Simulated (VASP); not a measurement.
Moving the dispersion correction in MnSiSe3

The cell as given:

```
Mn Si Se
1.0
     4.83412    0.00000    0.00000
     0.00000    4.83412    0.00000
     0.00000    0.00000    4.83412
Mn Si Se
1 1 3
Cartesian
  0.0000 0.0000 0.0000
  2.4171 2.4171 2.4171
  0.0000 2.4171 2.4171
  2.4171 0.0000 2.4171
  2.4171 2.4171 0.0000
```

The cell comes from a database or a generator and needn't be the stable form of this composition.

Kept alike: task relaxation of cell and atoms; functional PBEsol; k mesh 5 × 5 × 5; occupations fermi-dirac, width 0.05 eV; collinear spin, ferromagnetic start. Program: VASP, PBE PAW files Mn_pv, Se, Si, 600 eV. The mesh is that of the run's cell of 5 atoms. No spin-orbit coupling.

| dispersion correction | volume (Å³/atom) |
| --- | --- |
| D3(zero) | 21.240 |
| D4 | 21.174 |
| none | 21.665 |
| rVV10 (b = 20) | 21.558 |

The relaxations keep at least the cell's symmetry (Pm-3m). For a metal such a mesh leaves the last digits unconverged. Relaxations stop with a little pressure left, so the last digits of a volume or edge aren't settled. The runs hold the magnetic state that their start led to, which needn't be the lowest. All rows use potentials made for PBE.

Task: What does the dispersion correction change here?

Result: The volume runs from 21.174 (D4) to 21.665 Å³/atom (none). Against no correction: D3(zero) -2.0 %; D4 -2.3 %; rVV10 (b = 20) -0.5 %. Dispersion terms mostly attract and so lower the volume; the schemes' coefficients and damping set how far.
